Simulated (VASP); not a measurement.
Data:

```yaml
crystal:
  lattice:
    - [0.00000, 3.03257, 3.03257]
    - [3.03257, 0.00000, 3.03257]
    - [3.03257, 3.03257, 0.00000]
  atoms:
    - { symbol: Cu, position: [0.00000, 0.00000, 0.00000] }
    - { symbol: I, position: [0.25000, 0.25000, 0.25000] }
```

All values below come from optB88-vdW, VASP's PBE PAW potentials (set 64) (plane waves; VASP). Settings: 520 eV cut-off, Gaussian smearing of 0.050 eV, potentials Cu I.

Unless said otherwise, spin-orbit coupling is left out, though it shifts the bands of the heavy elements here.

Task: Give the energies of bands 2 to 12 at the high-symmetry points, in eV from the valence-band maximum.

Result: 
```
band      Γ      X      U      L      W
----  -----  -----  -----  -----  -----
2     -3.59  -5.49  -5.18  -5.50  -5.02
3     -3.59  -3.67  -4.31  -3.56  -4.45
4     -3.59  -3.67  -3.61  -3.56  -3.75
5     -1.87  -1.90  -1.99  -1.84  -1.93
6     -1.87  -1.80  -1.84  -1.84  -1.91
7      0.00  -1.78  -1.73  -1.80  -1.79
8      0.00  -1.51  -1.53  -0.71  -1.63
9      0.00  -1.51  -1.26  -0.71  -1.28
10     1.11   2.75   3.12   2.16   4.50
11     4.96   2.92   4.64   5.47   4.69
12     4.96   9.17   7.56   5.47   6.06
```

The gap is direct, 1.11 eV, from the valence maximum at Γ to the conduction minimum at Γ.

Measured: gap 3.12 eV (computed value off by -2.01 eV), as given by Abedi et al., (2022), arXiv:2211.14644.

The compound is CuI in the zinc blende structure. It was relaxed first.
